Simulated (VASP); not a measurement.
Consider the following.

```
Rh
1.0
    0.00000     1.93138     1.93138
    1.93138     0.00000     1.93138
    1.93138     1.93138     0.00000
Rh
1
Direct
  0.00000   0.00000   0.00000
```

All values below come from PBE GGA with D4 dispersion, VASP's PBE PAW potentials (set 64) (plane waves; VASP 6.6.1). Run with 520 eV cut-off, 16×16×16 Γ-centred mesh, first-order Methfessel-Paxton smearing of 0.10 eV, potentials Rh_pv.

What does the run give for the energy per atom (σ→0), pressure, band gap (on the k-mesh) with the smallest direct gap where there is one?

```
Quantity                                                     Value
------------------------  ----------------------------------------
band gap (on the k-mesh)  none (metal, semimetal or under 0.01 eV)
energy per atom (σ→0)                               -8.061 eV/atom
pressure                                                -14.34 GPa
```

The compound is Rh in the fcc structure. This cell is one point of a volume scan, at 1.06 of the reference volume.
